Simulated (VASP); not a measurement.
Here is the system:

```
CELL_PARAMETERS angstrom
      1.76003    -3.04846     0.00000
      1.76003     3.04846     0.00000
      0.00000     0.00000     5.93019
ATOMIC_POSITIONS crystal
  Ti 0.00000 0.00000 0.00000
  S  0.33333 0.66667 0.23865
  S  0.66667 0.33333 0.76135
```

Calculation: vdW-DF2, VASP's PBE PAW potentials (set 64) (plane waves; VASP). Numerical set-up: 520 eV cut-off, 7×7×4 Γ-centred mesh, Gaussian smearing of 0.050 eV, potentials Ti_sv S.

Task: Predict the energy per atom (σ→0).

Result: 
```
Property                       Result
---------------------  --------------
energy per atom (σ→0)  -4.399 eV/atom
```

Total energies compare only between runs with the same potentials, cut-off and functional.

The compound is TiS2 in the 1T layered structure. It was relaxed first, which changed the volume by +11 %.
